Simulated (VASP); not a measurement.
Ti:

```xyz
2
Lattice="2.9500 0.0000 0.0000 -1.4750 2.5548 0.0000 0.0000 0.0000 4.6800" Properties=species:S:1:pos:R:3 pbc="T T T"
Ti    0.0000    1.7032    1.1700
Ti    1.4750    0.8516    3.5100
```

* Program: VASP 6.6.1
* Task: relaxation of cell and atoms
* Functional: PBE
* Dispersion: D3(BJ)
* Potentials or basis: VASP PAW PBE potentials, release 64 (Ti_sv)
* Cutoff: 520 eV
* k mesh: 18 × 18 × 10
* Occupations: gaussian, width 0.1 eV
* Spin: no spin polarisation

At the start: pressure -7.4 GPa; volume 17.64 Å³/atom.

Problem. How do energy, volume and symmetry change on relaxing?

Solution. Over 6 steps the energy falls by 28.7 meV/atom and the volume is 16.46 Å³/atom (-6.7 %); space group P6_3/mmc (No. 194, to 0.05 Å).

The path:
| step | energy change (eV) | largest force (eV/Å) | pressure (GPa) | volume (Å³) |
| --- | --- | --- | --- | --- |
| 1 | 0.0000 | 0.0000 | -7.41 | 35.27 |
| 2 | -0.0241 | 0.0000 | 6.74 | 31.27 |
| 3 | -0.0575 | 0.0000 | -0.04 | 32.92 |
| 4 | -0.0575 | 0.0000 | 0.12 | 32.88 |
| 5 | -0.0575 | 0.0000 | -0.08 | 32.93 |
| 6 | -0.0575 | 0.0000 | 0.00 | 32.91 |

Final structure:
```
CELL_PARAMETERS angstrom
2.88387 0.00000 0.00000
-1.44193 2.49750 0.00000
0.00000 0.00000 4.56969
ATOMIC_POSITIONS crystal
Ti 0.33333 0.66667 0.25000
Ti 0.66667 0.33333 0.75000
```

Caveat: pairwise dispersion overbinds metals, which lowers pressure and volume.
